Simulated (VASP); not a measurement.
Consider the following.

```
CELL_PARAMETERS angstrom
      1.45512    -2.52034     0.00000
      1.45512     2.52034     0.00000
      0.00000     0.00000     2.84137
ATOMIC_POSITIONS crystal
  W  0.00000 0.00000 0.00000
  C  0.33333 0.66667 0.50000
```

Method: PBE GGA with D3 dispersion (zero damping), VASP's PBE PAW potentials (set 64) (plane waves; VASP). Numerical set-up: 520 eV cut-off, 16×16×14 Γ-centred mesh, tetrahedra with Blöchl corrections, potentials W_sv C.

Unless said otherwise, spin-orbit coupling is left out, though it shifts the bands of the heavy elements here.

**Question.** Tabulate the total density of states (states/eV per cell) against energy (eV; zero at the valence-band maximum or, without a gap, the Fermi level).

**Answer.** 
```
E (eV) | DOS (states/eV)
    -9.98 |  0.00
    -9.38 |  0.00
    -8.90 |  0.00
    -8.30 |  0.02
    -7.70 | # 0.06
    -7.22 | ## 0.10
    -6.62 | ##################### 1.38
    -6.02 | ############### 0.99
    -5.54 | ########### 0.69
    -4.94 | ########### 0.72
    -4.34 | ################## 1.15
    -3.86 | ################### 1.26
    -3.26 | ############################ 1.80
    -2.66 | ############################## 1.95
    -2.18 | ##### 0.35
    -1.58 | ########################### 1.78
    -0.98 | #################### 1.29
    -0.50 | ######### 0.60
     0.10 | ### 0.23
     0.70 | ### 0.20
     1.18 | ##### 0.32
     1.78 | ########### 0.69
     2.38 | ############# 0.84
     2.86 | ########### 0.70
     3.46 | ############### 0.97
```
Within 2 eV below the Fermi level the largest weight inside VASP's projection spheres is W d, then C p.

The compound is WC in the wc structure. It was relaxed first.
